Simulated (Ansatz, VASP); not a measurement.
# CoSi2 in two plane-wave programs, part 2 of 2

Aim: how closely do two programs agree when they are given the same cell, functional and k mesh? The cell is a member of a volume series, scaled by 0.96 from a relaxed one, so a pressure remains.

VASP 6.6.1 and Ansatz 0.2.0.

So far: Set-up; Ansatz: zone-centre phonons, LDA, volume scaled by 0.96.

## Step 3: VASP: zone-centre phonons, LDA, volume scaled by 0.96

Level of this step: LDA, zero-moment start; plane waves and PAW (Co, Si) (VASP).

The same cell, functional (in two slightly different forms), mesh and smearing now go to VASP, with its own data sets and cutoff.

Lines of VASP's logs that name or quote its potential files are left out, and so is its time.

Contents of INCAR:

```
SYSTEM = CoSi2
PREC = Accurate
ENCUT = 500
EDIFF = 1E-08
NELM = 100
ISMEAR = 0
SIGMA = 0.05
LREAL = .FALSE.
ALGO = Normal
GGA = CA
NBANDS = 16
ISPIN = 2
MAGMOM = 0 0 0
LASPH = .TRUE.
LMAXMIX = 4
LORBIT = 11
LWAVE = .FALSE.
LCHARG = .FALSE.
KPAR = 4
IBRION = 8
ISIF = 2
```

Contents of POSCAR:

```
CoSi2
1.0
    0.0000000000      2.6020975624      2.6020975624
    2.6020975624      0.0000000000      2.6020975624
    2.6020975624      2.6020975624      0.0000000000
Co Si
1 2
Direct
    0.0000000000      0.0000000000      0.0000000000
    0.2500000000      0.2500000000      0.2500000000
    0.7500000000      0.7500000000      0.7500000000
```

Contents of KPOINTS:

```
Automatic mesh
0
Gamma
14 14 14
0 0 0
```

The projector-augmented-wave data sets are Co and Si (LDA family, release 64).

On the command line:

```
> mpirun -np 4 vasp_std
```

Numbers of over 12 decimals in the logs are rounded to 6 here.

Output:

```text
[banner, memory and clock lines left out]
running    4 mpi-ranks, on    1 nodes
 distrk:  each k-point on    1 cores,    4 groups
 distr:  one band on    1 cores,    1 groups

 POSCAR found type information on POSCAR CoSi
 POSCAR found :  2 types and       3 ions
 LDA part: xc-table for (Slater(with rela. corr.)+CA(PZ))
 , standard interpolation
 POSCAR, INCAR and KPOINTS ok, starting setup
 FFT: planning ... GRIDC
 FFT: planning ... GRID_SOFT
 FFT: planning ... GRID
 WAVECAR not read
 entering main loop
       N       E                     dE             d eps       ncg     rms          rms(c)
DAV:   1     0.579398191051E+02    0.57940E+02   -0.66960E+03  6752   0.101E+03
DAV:   2    -0.202024777306E+02   -0.78142E+02   -0.70028E+02  7496   0.204E+02
DAV:   3    -0.232495071951E+02   -0.30470E+01   -0.30018E+01  8776   0.445E+01
DAV:   4    -0.233034529419E+02   -0.53946E-01   -0.53919E-01  7864   0.572E+00
DAV:   5    -0.233051880611E+02   -0.17351E-02   -0.17350E-02  8888   0.105E+00    0.154E+01
DAV:   6    -0.255763109548E+02   -0.22711E+01   -0.19607E+01  7200   0.953E+01    0.148E+01
DAV:   7    -0.219771615525E+02    0.35991E+01   -0.90561E+00  8472   0.756E+01    0.416E+00
DAV:   8    -0.219154941062E+02    0.61667E-01   -0.50567E-01  7296   0.422E+00    0.171E+00
DAV:   9    -0.218884722885E+02    0.27022E-01   -0.78033E-02  8432   0.553E+00    0.502E-01
DAV:  10    -0.218887049012E+02   -0.23261E-03   -0.84887E-03  8968   0.156E+00    0.258E-01
DAV:  11    -0.218881803328E+02    0.52457E-03   -0.16108E-03  8288   0.819E-01    0.278E-02
DAV:  12    -0.218881875432E+02   -0.72105E-05   -0.84982E-05  7976   0.631E-02    0.164E-02
DAV:  13    -0.218881855707E+02    0.19725E-05   -0.62942E-06  9928   0.433E-02    0.602E-03
DAV:  14    -0.218881856233E+02   -0.52523E-07   -0.63486E-07  9688   0.702E-03    0.456E-03
DAV:  15    -0.218881855829E+02    0.40409E-07   -0.84221E-08  9576   0.414E-03    0.117E-03
DAV:  16    -0.218881855831E+02   -0.28012E-09   -0.85852E-09  4376   0.136E-03
   1 F= -.21888186E+02 E0= -.21887278E+02  d E =-.181549E-02  mag=     0.0000
 Linear response reoptimize wavefunctions to high precision
DAV:   1    -0.218881855826E+02    0.57844E-09   -0.27999E-09  5880   0.978E-04
DAV:   2    -0.218881855826E+02   -0.56161E-10   -0.41526E-10  3920   0.158E-04
 Linear response DOF=           2
 Linear response progress:
  Degree of freedom:   1/  2
       N       E                     dE             d eps       ncg     rms          rms(c)
RMM:   1    -0.178276695270E+00   -0.17828E+00   -0.13118E-01 24438   0.239E+00
RMM:   2    -0.174762442910E+00    0.35143E-02   -0.31432E-03 22544   0.665E-01    0.200E-01
RMM:   3    -0.174679199769E+00    0.83243E-04   -0.63147E-04 24694   0.168E-01    0.116E-01
RMM:   4    -0.175268043225E+00   -0.58884E-03   -0.31672E-04 26372   0.112E-01    0.110E-02
RMM:   5    -0.175270300357E+00   -0.22571E-05   -0.16425E-05 26663   0.303E-02    0.544E-03
RMM:   6    -0.175266712264E+00    0.35881E-05   -0.98374E-07 24964   0.948E-03    0.435E-03
RMM:   7    -0.175254984582E+00    0.11728E-04   -0.37754E-07 25359   0.598E-03    0.950E-04
RMM:   8    -0.175247333720E+00    0.76509E-05   -0.64659E-08 27625   0.163E-03    0.411E-04
RMM:   9    -0.175244240234E+00    0.30935E-05   -0.42858E-09 26047   0.644E-04    0.810E-05
RMM:  10    -0.175244295327E+00   -0.55093E-07   -0.10018E-09 28199   0.204E-04    0.306E-05
RMM:  11    -0.175244335549E+00   -0.40222E-07   -0.37539E-10 28852   0.732E-05    0.119E-05
RMM:  12    -0.175244284722E+00    0.50827E-07   -0.20510E-10 28656   0.280E-05    0.534E-06
RMM:  13    -0.175244261364E+00    0.23358E-07   -0.88513E-12 29155   0.186E-05    0.129E-06
RMM:  14    -0.175244267987E+00   -0.66229E-08    0.52995E-11 28181   0.150E-05    0.436E-07
 first order change of Fermi-energy   0.26902E-03
 force on displaced ion       1 direction 1 : -15.270   0.000   0.000
 Linear response progress:
  Degree of freedom:   2/  2
       N       E                     dE             d eps       ncg     rms          rms(c)
RMM:   1    -0.215570930668E-01   -0.21557E-01    0.26555E-02 67583   0.123E+00
RMM:   2    -0.186370790536E-01    0.29200E-02   -0.13448E-03 41012   0.534E-01    0.119E-01
RMM:   3    -0.188412099612E-01   -0.20413E-03   -0.61185E-04 45675   0.169E-01    0.604E-02
RMM:   4    -0.190823926393E-01   -0.24118E-03   -0.91860E-05 43372   0.662E-02    0.110E-02
RMM:   5    -0.190750930684E-01    0.72996E-05   -0.69301E-06 47376   0.187E-02    0.553E-03
RMM:   6    -0.190654971649E-01    0.95959E-05   -0.13272E-07 47785   0.535E-03    0.867E-04
RMM:   7    -0.190711145487E-01   -0.56174E-05   -0.11815E-07 46191   0.219E-03    0.708E-04
RMM:   8    -0.190715749077E-01   -0.46036E-06   -0.10650E-08 45837   0.113E-03    0.408E-04
RMM:   9    -0.190697589266E-01    0.18160E-05    0.25602E-08 47050   0.472E-04    0.708E-05
RMM:  10    -0.190698575375E-01   -0.98611E-07   -0.37608E-09 49755   0.146E-04    0.220E-05
RMM:  11    -0.190699208563E-01   -0.63319E-07   -0.93474E-10 52538   0.495E-05    0.114E-05
RMM:  12    -0.190699237473E-01   -0.28910E-08    0.23981E-09 50584   0.141E-05    0.711E-06
 first order change of Fermi-energy  -0.22600E-05
 force on displaced ion       2 direction 1 : -10.794  -0.000  -0.000
 Linear response finished
```

OUTCAR, selected parts (step 3):

```text
ion  position               nearest neighbor table
   1  0.000  0.000  0.000-   3 2.25   3 2.25   3 2.25   2 2.25   3 2.25   2 2.25   2 2.25   2 2.25

  LATTYP: Found a face centered cubic cell.
 ALAT       =     5.2041951248

 Subroutine GETGRP returns: Found 48 space group operations
 (whereof 48 operations were pure point group operations)

The static configuration has the point symmetry O_h .

 Found    104 irreducible k-points:

   k-points           NKPTS =    104   k-points in BZ     NKDIM =    104   number of bands    NBANDS=     16

   dimension x,y,z NGX =    28 NGY =   28 NGZ =   28
   dimension x,y,z NGXF=    56 NGYF=   56 NGZF=   56

   ENCUT  =  500.0 eV  36.75 Ry    6.06 a.u.   6.71  6.71  6.71*2*pi/ulx,y,z

   NELECT =      17.0000    total number of electrons

 k-points in reciprocal lattice and weights: Automatic mesh
   0.00000000  0.00000000  0.00000000       0.000
   0.07142857  0.00000000  0.00000000       0.003
   0.14285714  0.00000000  0.00000000       0.003
   0.21428571  0.00000000  0.00000000       0.003
   0.28571429  0.00000000  0.00000000       0.003
   0.35714286  0.00000000  0.00000000       0.003
   0.42857143  0.00000000  0.00000000       0.003
   0.50000000  0.00000000  0.00000000       0.001
   0.07142857  0.07142857  0.00000000       0.002
[...]
-0.28571429  0.42857143  0.21428571       0.009
  -0.28571429  0.50000000  0.21428571       0.004

 average (electrostatic) potential at core
       1 -76.9852       2 -79.7176       3 -79.7176

  Total        2.0288695      2.0288695      2.0288695     -0.0000000      0.0000000     -0.0000000
  in kB       92.2494903     92.2494903     92.2494903     -0.0000000      0.0000000     -0.0000000
  external PRESSURE =      92.2494903 kB  Pullay stress =       0.0000000 kB

  energy-cutoff  :      500.00
  volume of cell :       35.24
      direct lattice vectors                 reciprocal lattice vectors
     0.000000000  2.602097562  2.602097562    -0.192152672  0.192152672  0.192152672
     2.602097562  0.000000000  2.602097562     0.192152672 -0.192152672  0.192152672
     2.602097562  2.602097562  0.000000000     0.192152672  0.192152672 -0.192152672

 POSITION                                       TOTAL-FORCE (eV/Angst)
 -----------------------------------------------------------------------------------
      0.00000      0.00000      0.00000         0.000000     -0.000000      0.000000
      1.30105      1.30105      1.30105        -0.000000      0.000000      0.000000
      3.90315      3.90315      3.90315        -0.000000     -0.000000     -0.000000
 -----------------------------------------------------------------------------------
    total drift:                               -0.000000     -0.000000      0.000000

 Eigenvectors and eigenvalues of the dynamical matrix
 ----------------------------------------------------

   1 f  =   11.391577 THz    71.575390 2PiTHz  379.982110 cm-1    47.111756 meV
             X         Y         Z           dx          dy          dz
      0.000000  0.000000  0.000000     0.134994   -0.684194   -0.040702
      1.301049  1.301049  1.301049    -0.097774    0.495551    0.029480
      3.903146  3.903146  3.903146    -0.097774    0.495551    0.029480

   2 f  =   11.391577 THz    71.575390 2PiTHz  379.982110 cm-1    47.111756 meV
             X         Y         Z           dx          dy          dz
      0.000000  0.000000  0.000000     0.684660    0.136541   -0.024451
      1.301049  1.301049  1.301049    -0.495889   -0.098894    0.017710
      3.903146  3.903146  3.903146    -0.495889   -0.098894    0.017710

   3 f  =   11.391577 THz    71.575390 2PiTHz  379.982110 cm-1    47.111756 meV
             X         Y         Z           dx          dy          dz
      0.000000  0.000000  0.000000     0.031904   -0.035166    0.696955
      1.301049  1.301049  1.301049    -0.023107    0.025470   -0.504794
      3.903146  3.903146  3.903146    -0.023107    0.025470   -0.504794

   4 f  =   11.019266 THz    69.236090 2PiTHz  367.563147 cm-1    45.572002 meV
             X         Y         Z           dx          dy          dz
      0.000000  0.000000  0.000000     0.000000    0.000000   -0.000000
      1.301049  1.301049  1.301049     0.031003    0.010065   -0.706355
      3.903146  3.903146  3.903146    -0.031003   -0.010065    0.706355

   5 f  =   11.019266 THz    69.236090 2PiTHz  367.563147 cm-1    45.572002 meV
             X         Y         Z           dx          dy          dz
      0.000000  0.000000  0.000000     0.000000    0.000000    0.000000
      1.301049  1.301049  1.301049     0.692956    0.136982    0.032366
      3.903146  3.903146  3.903146    -0.692956   -0.136982   -0.032366

   6 f  =   11.019266 THz    69.236090 2PiTHz  367.563147 cm-1    45.572002 meV
             X         Y         Z           dx          dy          dz
      0.000000  0.000000  0.000000    -0.000000    0.000000    0.000000
      1.301049  1.301049  1.301049    -0.137297    0.693639    0.003857
      3.903146  3.903146  3.903146     0.137297   -0.693639   -0.003857

   7 f/i=    0.000038 THz     0.000238 2PiTHz    0.001262 cm-1     0.000157 meV
             X         Y         Z           dx          dy          dz
      0.000000  0.000000  0.000000    -0.715480   -0.001581    0.009199
      1.301049  1.301049  1.301049    -0.493922   -0.001091    0.006350
      3.903146  3.903146  3.903146    -0.493922   -0.001091    0.006350

   8 f/i=    0.000038 THz     0.000238 2PiTHz    0.001262 cm-1     0.000157 meV
             X         Y         Z           dx          dy          dz
      0.000000  0.000000  0.000000     0.001125    0.685458    0.205293
      1.301049  1.301049  1.301049     0.000777    0.473197    0.141721
      3.903146  3.903146  3.903146     0.000777    0.473197    0.141721

   9 f/i=    0.000038 THz     0.000238 2PiTHz    0.001262 cm-1     0.000157 meV
             X         Y         Z           dx          dy          dz
      0.000000  0.000000  0.000000    -0.009266    0.205290   -0.685397
      1.301049  1.301049  1.301049    -0.006396    0.141719   -0.473155
      3.903146  3.903146  3.903146    -0.006396    0.141719   -0.473155

 ELASTIC MODULI CONTR FROM IONIC RELAXATION (kBar)
 Direction    XX          YY          ZZ          XY          YZ          ZX
 --------------------------------------------------------------------------------
 XX          -0.0000     -0.0000     -0.0000      0.0000      0.0000      0.0000
 YY          -0.0000     -0.0000     -0.0000      0.0000      0.0000      0.0000
 ZZ          -0.0000     -0.0000     -0.0000      0.0000      0.0000      0.0000
 XY           0.0000      0.0000      0.0000   -837.0434      0.0000      0.0000
 YZ           0.0000      0.0000      0.0000      0.0000   -837.0434      0.0000
 ZX           0.0000      0.0000      0.0000      0.0000      0.0000   -837.0434
 --------------------------------------------------------------------------------

 magnetization (x)
# of ion       s       p       d       tot
------------------------------------------
    1        0.000  -0.000   0.000   0.000
    2        0.000   0.000   0.000   0.000
    3        0.000   0.000   0.000   0.000
--------------------------------------------------
tot          0.000   0.000   0.000   0.000
```

This run allows spin, but its moments start at zero, where symmetry between the spins tends to hold them, although Co can carry a moment. Its electron count is odd, so without a moment it is a metal by construction.

## Step 4: Side by side

Known differences besides the potentials themselves: the two LDA forms differ slightly; the data sets hold 25 valence electrons in Ansatz (default PAW (the set named soft_2) files) and 17 in VASP; the cutoff is 420 eV in Ansatz and 500 eV in VASP; VASP's log shows a relativistic correction to its local exchange, Ansatz's none. Total energies have different zeros and are not compared.

Both answers:

| quantity | Ansatz | VASP | difference |
| --- | --- | --- | --- |
| optical mode 1 to 3 (cm⁻¹) | 365.9 | 367.6 | -0.46 % |
| optical mode 4 to 6 (cm⁻¹) | 376.9 | 380.0 | -0.82 % |

Modes are paired by rising frequency and degeneracy, not by their patterns, so a pair may still set unlike modes beside each other.

## Step 5: Summary of results

```json
{
  "r.m.s. difference of the optical zone-centre modes, each program's sorted by frequency (zone-centre phonons, LDA, volume scaled by 0.96)": "2.5 cm⁻¹",
  "difference in optical mode 4 to 6 (zone-centre phonons, LDA, volume scaled by 0.96)": "-0.8 %"
}
```

**Reading.** The r.m.s. difference of the optical zone-centre modes, each program's sorted by frequency is 2.5 cm⁻¹ (zone-centre phonons, LDA, volume scaled by 0.96). Among the rows given in per cent, the largest difference of the zone-centre phonons, LDA, volume scaled by 0.96 pair is in optical mode 4 to 6, -0.8 %. How closely two codes agree says nothing of how well the functional describes the real material.

[Lines on the potential files, build, host, timing and source positions are cut from VASP's logs without a mark.]

[Logs are printed without paths, hosts, clocks, repeated set-up lines and the standing remarks that a program may print on its own settings, such as how far it seeks lower states.]

[Hosts, paths, dates, database ids (printed as entryN), source tags and the programs' standing remarks are cut or masked in the printed files.]
